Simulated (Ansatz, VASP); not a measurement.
# Ge (Germanium) in two plane-wave programs

Aim: how closely do two programs agree when they are given the same cell, functional and k mesh? The cell is taken from a series of runs on this material, whose earlier steps may have relaxed, scaled, displaced or heated it; both programs get it as it stands. Other levels of theory on this material are compared in a session of their own.

Method: plane waves, with VASP 6.6.1 beside it; relaxation of cell and atoms at LDA, in Ansatz 0.2.0.

## (1) Starting point

The structure is cubic, space group Fd-3m (No. 227). Conventional cell: a = 5.621 Å, b = 5.621 Å, c = 5.621 Å, α = 90.00°, β = 90.00°, γ = 90.00°. Nearest to Ge lie 4 Ge at 2.43 Å.

## (2) Ansatz: relaxation of cell and atoms, LDA

Ansatz runs on its PAW soft_1 files.

The relaxed volume is the usual yardstick between codes: in a stiff, nearly cubic crystal its relative difference is about their pressure difference at one cell divided by the bulk modulus.

input.yaml

```yaml
crystal:
  lattice:
    - [0.0, 2.8107113432, 2.8107113432]
    - [2.8107113432, 0.0, 2.8107113432]
    - [2.8107113432, 2.8107113432, 0.0]
  atoms:
    - { symbol: Ge, position: [0.5, 0.5, 0.5] }
    - { symbol: Ge, position: [0.75, 0.75, 0.75] }
kpoints:
  mp_grid: { grid: [16, 16, 16] }
hamiltonian:
  xc: lda
  pseudopotentials: { kind: paw, azcp: { folder: soft_1 }, xc_functional: pbe }
scf:
  occupations: { method: gaussian, width: 0.015 }
output:
  forces: true
  stress: true
  eigenvalues: true
  write_density: true
  write_potential: true
  elf: true
  volumetric_format: npy
relax:
  adjacent_minimum: "off"
  f_tol: 0.001
  max_steps: 60
  cell: { stress_tol: 0.01 }
```

Started as:

```console
$ ansatz run input.yaml --threads 4 --pin off --max-ram 10240MiB --backend cpu --events-out ev --progress --plain --runs-dir out
```

Numbers of over 12 decimals in the logs are rounded to 6 here.

Log:

```text
Engine: ansatz 0.2.0, aarch64-unknown-linux-gnu
Pseudopotentials: kind: paw
Pseudopotential: Ge, paw, valence charge 14, recommended cutoff 420 eV (normal), soft_1/Ge.paw.azcp
Functional definition: SPW92
  exchange = slater_x
  correlation = pw_c
Crystal: 2 atoms, lattice volume = 44.410 Å³
Basis set: ecut = 420 eV, 893 PW (Γ)
Bands: 18, of which v1, the nominal top of the filled ones, is band 14 counted from 1 (13 counted from 0)
Symmetry: 48 space group operations
Space group: Fd-3m (ITA 227), of the structure as read, at distance tolerance 3.5e-5 Å
k-points: 145 of 4096
Non-local potential: Ge, projectors of the file, l = 0: 2, l = 1: 2, l = 2: 3, l = 3: 1
PAW form: soft (Blöchl's): semilocal exchange-correlation on the pseudo side does not see the compensation charge
PAW frozen core: Ge, regenerated for the run's functional, and the local potential with it (the file was generated under x = pbe(κ = 0.804, μ = 0.219515), c = pbe(β = 0.066725))
PAW one-centre angular grid: Ge, 590 points (default); XC on 64 Gauss nodes
Initial density: superposition of atomic densities (chi_scale 0.1, normalization cell)
Initial wavefunctions: pseudopotential atomic-orbital guess
Functional: x = slater, c = lda
SCF iter   1: F=—  HF=-8431.591921 eV  |F-HF|=—  |Δ(HF+E_count)|=         —  Δρ=3.54e-2  dr2=5.09e-1  ethr=3.10e-3  ⟨swp⟩=6.0  Hψ=12185  notcnv=0
preconditioner: auto → none  [insulator: Δε(μ)=0.250 eV  Ē_g=23.488 eV  σ=0.015 eV  W_gap=0.67  n_scr=14 (ndim 8)  ℏωp=29.5 eV  f_vac=0.000  D(μ)=0.05/eV (n_scr^D=0)  ε∞_Penn≈2.6]
SCF iter   2: F=—  HF=-8431.469937 eV  |F-HF|=—  |Δ(HF+E_count)|=   1.22e-1  Δρ=1.62e-2  dr2=8.37e-2  ethr=1.82e-3  ⟨swp⟩=2.0  Hψ=4347  notcnv=0
SCF iter   3: F=—  HF=-8431.454890 eV  |F-HF|=—  |Δ(HF+E_count)|=   1.50e-2  Δρ=2.32e-3  dr2=6.17e-4  ethr=2.99e-4  ⟨swp⟩=2.1  Hψ=3783  notcnv=0
SCF iter   4: F=—  HF=-8431.455046 eV  |F-HF|=—  |Δ(HF+E_count)|=   1.56e-4  Δρ=4.91e-4  dr2=8.94e-5  ethr=2.20e-6  ⟨swp⟩=2.0  Hψ=5216  notcnv=0
SCF iter   5: F=—  HF=-8431.454814 eV  |F-HF|=—  |Δ(HF+E_count)|=   2.32e-4  Δρ=5.60e-5  dr2=8.70e-7  ethr=3.19e-7  ⟨swp⟩=2.0  Hψ=5152  notcnv=0
SCF iter   6: F=—  HF=-8431.454810 eV  |F-HF|=—  |Δ(HF+E_count)|=   3.28e-6  Δρ=3.91e-5  dr2=3.37e-7  ethr=3.57e-10  ⟨swp⟩=9.3  Hψ=22396  notcnv=0
SCF iter   7: F=-8431.454810 eV  HF=-8431.454810 eV  |F-HF|=1.10e-8  |Δ(HF+E_count)|=   3.10e-7  Δρ=4.77e-6  dr2=4.40e-9  ethr=3.57e-10  ⟨swp⟩=6.0  Hψ=15943  notcnv=0
SCF 1 converged in 7 iterations: F = -8431.454810 eV  dr2 = 4.40e-9
  greatest PAW one-centre occupation: 0.998 electrons in one spin orbital (limit 2), on the Ge atom at site 1 (counted from 0), in its partial waves of l = 2
relax step   1: F+E_penalty+E_count = -8431.45481010 eV  Δ(F+E_penalty+E_count) = +0.000e0 eV  max|allowed force component| = 9.252e-18 eV/Å  Δτ_max = 0.0000 Å  P = +0.007 GPa  Ω = 44.410 Å³  (7 SCF iters, dr2 threshold 1.00e-7 eV, accepted)
Initial density: handed on by an earlier stage of this run
Initial wavefunctions: pseudopotential atomic-orbital guess (no wavefunctions were taken with the density)
iter 1 solved again at ethr=2.42e-7 eV; its pass at ethr=3.10e-3 eV (dr2=6.77e-5 eV) is discarded
SCF iter   1: F=—  HF=-8431.454812 eV  |F-HF|=—  |Δ(HF+E_count)|=         —  Δρ=4.43e-6  dr2=3.80e-9  ethr=2.42e-7  ⟨swp⟩=3.0  Hψ=18800  notcnv=0
eigensolver tolerance schedule: the retry pair's looser diagonalisation over-reported the residual by 17811.47 of it (diagonalisation noise at an unbounded share of the residual, at the tolerance the schedule requests for it); recorded, not acted on — ethr = c·dr2/N_el stays at c = 1.0e-1
preconditioner: auto → none  [insulator: Δε(μ)=0.107 eV  Ē_g=23.574 eV  σ=0.015 eV  W_gap=0.70  n_scr=14 (ndim 8)  ℏωp=29.5 eV  f_vac=0.059  D(μ)=0.06/eV (n_scr^D=0)  ε∞_Penn≈2.6]
SCF iter   2: F=—  HF=-8431.454810 eV  |F-HF|=—  |Δ(HF+E_count)|=   1.56e-6  Δρ=1.24e-6  dr2=3.09e-10  ethr=1.36e-11  ⟨swp⟩=3.1  Hψ=5633  notcnv=0
SCF iter   3: F=—  HF=-8431.454810 eV  |F-HF|=—  |Δ(HF+E_count)|=  1.09e-11  Δρ=5.89e-7  dr2=6.19e-11  ethr=1.10e-12  ⟨swp⟩=1.2  Hψ=2636  notcnv=0
SCF iter   4: F=-8431.454810 eV  HF=-8431.454810 eV  |F-HF|=0.00e0  |Δ(HF+E_count)|=  3.64e-12  Δρ=2.08e-8  dr2=1.20e-13  ethr=1.00e-12  ⟨swp⟩=3.9  Hψ=10544  notcnv=0
SCF 2 converged in 4 iterations: F = -8431.454810 eV  dr2 = 1.20e-13
relax step   2: F+E_penalty+E_count = -8431.45481011 eV  Δ(F+E_penalty+E_count) = -6.055e-9 eV  max|allowed force component| = 1.156e-18 eV/Å  Δτ_max = 0.0000 Å  P = +0.007 GPa  Ω = 44.410 Å³  stress off target by 6.69e-3 GPa  SCF on the basis re-selected at this cell (its energy is not comparable with the rows above)  (4 SCF iters)
basis re-selected at this cell: Δ(F+E_penalty+E_count) = -6.055e-9 eV, ΔP = -0.000 GPa vs the last step (what re-selecting the basis moved, of the pressure what is left beyond the Pulay correction that the steps carried, after the strain that the cell walked since its last selection, with what the two solves' SCF thresholds leave and, on support functions, any second-order correction that the steps lacked; it is no m [...]
SCF converged after 4 iterations
Free energy (F): -8431.454810 eV
Harris-Foulkes:  -8431.454810 eV  (|F-HF|=0.00e0)
Internal energy: -8431.454804 eV  (E = F + TS)
E sigma→0 (E₀):  -8431.454807 eV
Entropy (-TS):   -0.000006 eV (-0.003 meV/atom)
Fermi energy:    8.491266 eV
--- Per-component energies (eV) ---
  E_band       = -305.034881
  E_kinetic    = 187.155103
  E_local      = -4483.570589  (includes V_loc(G=0)·N_el)
  E_nonlocal   = 442.110180
  E_hartree    = 2135.898439
  E_xc         = -143.191282
  E_vxc        = -131.725143  (∫ρ·V_xc dr)
  E_paw        = -3869.140102  (= ΣΔE_a)
  E_vpaw       = -590.801346  (= ΣTr[D̂ρ^β])
  E_aug_tail   = 0.000030  (compensation charges beyond the density's cutoff)
  E_ewald      = -2704.533236
  E_core_change = 3.816653  (= ΣΔE_core)
  E_smearing   = -0.000006  (= −TS)
  E_closure    = 0.000000  (closes the sum)
  Σ components = -8431.454810   (vs F -8431.454810, Δ=0.00e0)
--- Forces (eV/Å), atoms counted from 1 ---
  atom   1  Ge     0.00000000     0.00000000    -0.00000000
  atom   2  Ge     0.00000000     0.00000000    -0.00000000
  max |Σ_I F_I| component: 1.11e-16 eV/Å
--- Stress (GPa, compression-positive) ---
        0.006691       0.000000      -0.000000
        0.000000       0.006691      -0.000000
       -0.000000      -0.000000       0.006691
  P = ⅓ Tr σ = 0.0067 GPa (0.067 kbar)
--- Band table (eV; the first three rows and the last of 145) ---
  k-point 0: bands = [... 10 lower, -4.4755, 8.4768, 8.4858, 8.4858, 8.4858, 11.0224, 11.0224, 11.0224]
  k-point 1: bands = [... 10 lower, -4.4269, 7.3259, 8.3848, 8.3848, 9.2973, 11.1564, 11.1564, 11.2283]
  k-point 2: bands = [... 10 lower, -4.2820, 6.0845, 8.1419, 8.1419, 9.4870, 11.4796, 11.4796, 11.9584]
  k-point 144: bands = [... 10 lower, -0.4226, -0.4226, 4.4783, 4.4783, 12.8044, 12.8044, 13.1489, 13.1489]
--- Relaxed structure (1 steps of the walk, 1 accepted, 1 SCFs on fresh bases) ---
  F+E_penalty+E_count = -8431.45481011 eV   max|allowed force component| = 1.156e-18 eV/Å   (the final SCF, on the basis selected at the relaxed cell)
  cell:  # Å, volume = 44.4098 Å³
    - [0.0, 2.8107113432, 2.8107113432]
    - [2.8107113432, 0.0, 2.8107113432]
    - [2.8107113432, 2.8107113432, 0.0]
  atoms:
    - { symbol: Ge, position: [0.5, 0.5, 0.5] }
    - { symbol: Ge, position: [0.75, 0.75, 0.75] }
```

The column dr2 measures how far the density is from self-consistency, as an energy; F and HF (Harris–Foulkes) agree once it is small.

## (3) VASP: relaxation of cell and atoms, LDA

The same cell, functional (in two slightly different forms), mesh and smearing now go to VASP, with its own data sets.

Lines of VASP's logs that name or quote its potential files are left out, and so is its time.

INCAR

```
SYSTEM = Ge
PREC = Accurate
ENCUT = 500
EDIFF = 1E-07
NELM = 120
ISMEAR = 0
SIGMA = 0.015
LREAL = .FALSE.
ALGO = Normal
GGA = CA
NBANDS = 20
LORBIT = 11
LWAVE = .FALSE.
LCHARG = .FALSE.
ISIF = 3
IBRION = 2
NSW = 80
EDIFFG = -0.005
LASPH = .TRUE.
GGA_COMPAT = .FALSE.
NELMIN = 4
KPAR = 2
```

POSCAR

```
Ge
1.0
    0.0000000000      2.8107110000      2.8107110000
    2.8107110000      0.0000000000      2.8107110000
    2.8107110000      2.8107110000      0.0000000000
Ge
2
Direct
    0.5000000000      0.5000000000      0.5000000000
    0.7500000889      0.7500000889      0.7500000889
```

KPOINTS

```
Automatic mesh
0
Gamma
16 16 16
0 0 0
```

PAW data sets: Ge_d (LDA family, release 64).

Started as:

```console
$ mpirun -np 2 vasp_std
```

Log:

```text
[banner, memory and clock lines left out]
running    2 mpi-ranks, on    1 nodes
 distrk:  each k-point on    1 cores,    2 groups
 distr:  one band on    1 cores,    1 groups

 POSCAR found type information on POSCAR Ge
 POSCAR found :  1 types and       2 ions
 LDA part: xc-table for (Slater(with rela. corr.)+CA(PZ))
 , standard interpolation
 POSCAR, INCAR and KPOINTS ok, starting setup
 FFT: planning ... GRIDC
 FFT: planning ... GRID_SOFT
 FFT: planning ... GRID
 WAVECAR not read
 entering main loop
       N       E                     dE             d eps       ncg     rms          rms(c)
DAV:   1     0.183048452231E+03    0.18305E+03   -0.14642E+04  6236   0.371E+03
DAV:   2     0.148756883139E+02   -0.16817E+03   -0.16372E+03  5808   0.584E+02
DAV:   3    -0.978644859366E+01   -0.24662E+02   -0.24486E+02  6520   0.144E+02
DAV:   4    -0.105620565060E+02   -0.77561E+00   -0.77503E+00  6560   0.298E+01
DAV:   5    -0.105745331296E+02   -0.12477E-01   -0.12476E-01  6432   0.412E+00    0.337E+00
DAV:   6    -0.104524077043E+02    0.12213E+00   -0.39415E-02  6440   0.169E+00    0.193E+00
DAV:   7    -0.103912007344E+02    0.61207E-01   -0.79187E-02  6060   0.210E+00    0.141E-01
DAV:   8    -0.103918946986E+02   -0.69396E-03   -0.56377E-03  6520   0.852E-01    0.464E-02
DAV:   9    -0.103919336908E+02   -0.38992E-04   -0.86997E-05  6736   0.963E-02    0.130E-02
DAV:  10    -0.103919301954E+02    0.34954E-05   -0.92239E-06  7792   0.452E-02    0.422E-03
DAV:  11    -0.103919300965E+02    0.98860E-07   -0.97119E-07  6216   0.815E-03
   1 F= -.10391930E+02 E0= -.10391929E+02  d E =-.103919E+02
 curvature:   0.00 expect dE= 0.000E+00 dE for cont linesearch  0.000E+00
 trial: gam= 0.00000 g(F)=  0.673E-40 g(S)=  0.137E-03 ort = 0.000E+00 (trialstep = 0.100E+01)
 search vector abs. value=  0.137E-03
 bond charge predicted
       N       E                     dE             d eps       ncg     rms          rms(c)
DAV:   1    -0.103950107606E+02   -0.30806E-02   -0.40834E-02  8004   0.391E+00    0.327E-01
DAV:   2    -0.103926899962E+02    0.23208E-02   -0.29779E-03  7600   0.107E+00    0.161E-01
DAV:   3    -0.103919539323E+02    0.73606E-03   -0.11330E-03  7808   0.576E-01    0.393E-02
DAV:   4    -0.103919011091E+02    0.52823E-04   -0.13757E-04  7548   0.225E-01    0.838E-03
DAV:   5    -0.103918999289E+02    0.11802E-05   -0.10362E-05  6604   0.607E-02    0.617E-03
DAV:   6    -0.103918998681E+02    0.60793E-07   -0.62916E-07  6624   0.146E-02
   2 F= -.10391900E+02 E0= -.10391897E+02  d E =0.302284E-04
 trial-energy change:    0.000030  1 .order    0.000014   -0.000137    0.000164
 step:   0.3767(harm=  0.4548)  dis= 0.00000  next Energy=   -10.391955 (dE=-0.248E-04)
 bond charge predicted
       N       E                     dE             d eps       ncg     rms          rms(c)
DAV:   1    -0.103931513880E+02   -0.12515E-02   -0.15755E-02  8000   0.242E+00    0.204E-01
DAV:   2    -0.103922480851E+02    0.90330E-03   -0.11636E-03  7604   0.670E-01    0.101E-01
DAV:   3    -0.103919627289E+02    0.28536E-03   -0.43403E-04  7776   0.358E-01    0.247E-02
DAV:   4    -0.103919422073E+02    0.20522E-04   -0.52516E-05  7552   0.139E-01    0.526E-03
DAV:   5    -0.103919417160E+02    0.49130E-06   -0.38368E-06  6520   0.369E-02    0.380E-03
DAV:   6    -0.103919416950E+02    0.20915E-07   -0.20355E-07  4588   0.858E-03
   3 F= -.10391942E+02 E0= -.10391940E+02  d E =-.115985E-04
 curvature:  -0.22 expect dE=-0.155E-06 dE for cont linesearch -0.155E-06
 trial: gam=-0.06632 g(F)=  0.434E-41 g(S)=  0.697E-06 ort = 0.976E-05 (trialstep = 0.875E+00)
 search vector abs. value=  0.365E-08
 reached required accuracy - stopping structural energy minimisation
```

OUTCAR, selected parts (step 3):

```text
ion  position               nearest neighbor table
   1  0.500  0.500  0.500-   2 2.43   2 2.43   2 2.43   2 2.43
   2  0.750  0.750  0.750-   1 2.43   1 2.43   1 2.43   1 2.43

  LATTYP: Found a face centered cubic cell.
 ALAT       =     5.6214220000

 Subroutine GETGRP returns: Found 48 space group operations
 (whereof 24 operations were pure point group operations)

The static configuration has the point symmetry T_d .
 The point group associated with its full space group is O_h .

 Found    145 irreducible k-points:

   k-points           NKPTS =    145   k-points in BZ     NKDIM =    145   number of bands    NBANDS=     20

   dimension x,y,z NGX =    30 NGY =   30 NGZ =   30
   dimension x,y,z NGXF=    60 NGYF=   60 NGZF=   60

   ENCUT  =  500.0 eV  36.75 Ry    6.06 a.u.   7.25  7.25  7.25*2*pi/ulx,y,z

   NELECT =      28.0000    total number of electrons

 k-points in reciprocal lattice and weights: Automatic mesh
   0.00000000  0.00000000  0.00000000       0.000
   0.06250000  0.00000000  0.00000000       0.002
   0.12500000  0.00000000  0.00000000       0.002
   0.18750000  0.00000000  0.00000000       0.002
   0.25000000  0.00000000  0.00000000       0.002
   0.31250000  0.00000000  0.00000000       0.002
   0.37500000  0.00000000  0.00000000       0.002
   0.43750000  0.00000000  0.00000000       0.002
   0.50000000  0.00000000  0.00000000       0.001
[...]
-0.31250000  0.50000000  0.18750000       0.003
  -0.25000000  0.50000000  0.25000000       0.001

 average (electrostatic) potential at core
       1 -75.2492       2 -75.2492

 E-fermi :   4.9167

 k-point     1 :       0.0000    0.0000    0.0000
  band No.  band energies     occupation
    ...
     10     -19.7910      2.00000
     11      -8.0411      2.00000
     12       4.9017      1.84286
     13       4.9017      1.84286
     14       4.9017      1.84247
     15       4.9243      0.47182
     16       7.4370      0.00000
     17       7.4370      0.00000
     18       7.4370      0.00000
     19      11.1549      0.00000
    ...

 k-point     2 :       0.0625    0.0000    0.0000
  band No.  band energies     occupation
    ...
     10     -19.7871      2.00000
     11      -7.9925      2.00000
     12       3.7558      2.00000
     13       4.8004      2.00000
     14       4.8004      2.00000
     15       5.7297      0.00000
     16       7.5710      0.00000
     17       7.5710      0.00000
     18       7.6444      0.00000
     19      11.4312      0.00000
    ...

 k-point     3 :       0.1250    0.0000    0.0000
  band No.  band energies     occupation
    ...
     10     -19.7807      2.00000
     11      -7.8477      2.00000
     12       2.5135      2.00000
     13       4.5576      2.00000
     14       4.5576      2.00000
     15       5.9174      0.00000
     16       7.8945      0.00000
     17       7.8945      0.00000
     18       8.3787      0.00000
     19      12.1222      0.00000
    ...

  Total        0.0031033      0.0031033      0.0031033      0.0000000      0.0000000      0.0000000
  in kB        0.1118244      0.1118244      0.1118244      0.0000000      0.0000000      0.0000000
  external PRESSURE =       0.1118244 kB  Pullay stress =       0.0000000 kB

  energy-cutoff  :      500.00
  volume of cell :       44.46
      direct lattice vectors                 reciprocal lattice vectors
    -0.000000000  2.811820688  2.811820688    -0.177820727  0.177820727  0.177820727
     2.811820688  0.000000000  2.811820688     0.177820727 -0.177820727  0.177820727
     2.811820688  2.811820688  0.000000000     0.177820727  0.177820727 -0.177820727

 POSITION                                       TOTAL-FORCE (eV/Angst)
 -----------------------------------------------------------------------------------
      2.81182      2.81182      2.81182         0.000000      0.000000      0.000000
      4.21773      4.21773      4.21773        -0.000000     -0.000000     -0.000000
 -----------------------------------------------------------------------------------
    total drift:                                0.000082      0.000082      0.000165

  FREE ENERGIE OF THE ION-ELECTRON SYSTEM (eV)
  ---------------------------------------------------
  free  energy   TOTEN  =       -10.3919416950 eV

  energy  without entropy=      -10.3919378202  energy(sigma->0) =      -10.39193976

 reached required accuracy - stopping structural energy minimisation

 total charge
# of ion       s       p       d       tot
------------------------------------------
    1        1.139   1.282  10.026  12.448
    2        1.139   1.282  10.026  12.448
--------------------------------------------------
tot          2.279   2.565  20.052  24.895

[... 3 further parts left out ...]
```

CONTCAR:

```
Ge
   1.00000000000000
    -0.0000000000000000    2.8118206878985528    2.8118206878985528
     2.8118206878985528    0.0000000000000000    2.8118206878985528
     2.8118206878985528    2.8118206878985528    0.0000000000000000
  Ge
     2
Direct
     0.5000000000000000    0.5000000000000000    0.5000000000000000
     0.7500000889000020    0.7500000889000020    0.7500000889000020
```

The gap is under twice the smearing width, so the edge states are partly filled and the run can't tell a small gap from a semimetal. The run keeps the 48 symmetry operations of its start, so it cannot find a distortion of lower symmetry.

## (4) Differences

Known differences besides the potentials themselves: the two LDA forms differ slightly; the cutoff is 420 eV in Ansatz and 500 eV in VASP; VASP's log shows a relativistic correction to its local exchange, Ansatz's none; Ansatz adds a Pulay correction to the stress that steers its cell, VASP none. Total energies have different zeros and are not compared.

Compared:

```
                                         quantity  Ansatz   VASP  difference
                                      volume (Å³)   44.41  44.46     -0.12 %
edge a after relaxation, in the typed setting (Å)   3.975  3.977     -0.04 %
```

Our record labels this cell a metal in Ansatz alone; each run is judged by its own test, so with a small gap or wide smearing the label says little about the levels.

## (5) Outcome

| Item | Value |
| --- | --- |
| difference in volume (relaxation of cell and atoms, LDA) | -0.12 % |

In words: The difference in volume is -0.12 % (relaxation of cell and atoms, LDA), within the 1.2 % picked in this series as the mark of a large difference, as far as the stopping tolerances let one tell. 14 further runs of this series are not shown here. Such differences can come from data sets, numerical settings and the points named under the comparisons, not from the functional's error against experiment.

[Lines on the potential files, build, host, timing and source positions are cut from VASP's logs without a mark.]

[Logs are printed without paths, hosts, clocks, repeated set-up lines and the standing remarks that a program may print on its own settings, such as how far it seeks lower states.]

[Hosts, paths, dates, database ids (printed as entryN), source tags and the programs' standing remarks are cut or masked in the printed files.]
